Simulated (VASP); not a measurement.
Data:

```
K2S
1.0
    0.00000     3.60989     3.60989
    3.60989     0.00000     3.60989
    3.60989     3.60989     0.00000
K S
2 1
Cartesian
  1.80495   1.80495   1.80495
  5.41484   5.41484   5.41484
  0.00000   0.00000   0.00000
```

All values below come from optB86b-vdW, VASP's PBE PAW potentials (set 64) (plane waves; VASP). Settings: 520 eV cut-off, 5×5×5 Γ-centred mesh, Gaussian smearing of 0.050 eV, potentials K_sv S.

Q: Estimate the energy per atom (σ→0), pressure.

A: 
| Property | Value |
|---|---|
| energy per atom (σ→0) | -1.228 eV/atom |
| pressure | 1.37 GPa |

Total energies compare only between runs with the same potentials, cut-off and functional.

The compound is K2S in the antifluorite structure. This cell is one point of a volume scan, at 0.94 of the reference volume.
